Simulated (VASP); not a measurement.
Computed with optB86b-vdW, VASP's PBE PAW potentials (set 64) (plane waves; VASP 6.6.1). For the first row: Settings: 520 eV cut-off, 7×7×7 Γ-centred mesh, Gaussian smearing of 0.050 eV, potentials Te Pb_d.

| system | energy (eV/atom) |
|---|---|
| PbTe (rock salt) | -1.2902 |
| Te (trig) | -1.3277 |
| Pb (fcc) | -0.4673 |

The references are the elements' solids at the same level; no temperature or zero-point terms are added.  Spin-orbit coupling is left out, which shifts such energies by up to tenths of an eV for the heavy elements here.

**Question.** What is the formation energy per atom of PbTe?

**Answer.** The references average (1×(-1.3277) + 1×(-0.4673))/2 = -0.8975 eV, so the formation energy is -1.2902 − (-0.8975) = -0.393 eV/atom. Measured: -0.366 eV/atom at 298 K (as given by CRC Handbook of Chemistry and Physics, Standard Thermodynamic Properties of Chemical Substances).
